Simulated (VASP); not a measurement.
```yaml
crystal:
  lattice:
    - [-2.24369, 2.24369, 2.24369]
    - [2.24369, -2.24369, 2.24369]
    - [2.24369, 2.24369, -2.24369]
  atoms:
    - { symbol: Eu, position: [0.00000, 0.00000, 0.00000] }
```

These are vdW-DF2, VASP's PBE PAW potentials (set 64) (plane waves; VASP) values and carry that method's errors. Run with 520 eV cut-off, 13×13×13 Γ-centred mesh, tetrahedra with Blöchl corrections, potentials Eu_2.

The 4f electrons are frozen in the core of the lanthanide potential, so 4f levels, which can set the real gap, and their magnetism are missing.

Q: The job: Eu (bcc), 1 atom, vdW-DF2, static run, 520 eV, 13×13×13 Γ-centred mesh. Roughly how much core time does it take on a busy server core?

A: About 40 core-seconds (one run on a shared machine, a rough figure). It had 84 irreducible k-points, 8 bands, up to 1240 plane waves and 14 electronic steps.

The compound is Eu in the bcc structure. It was relaxed first, which changed the volume by -6 %.
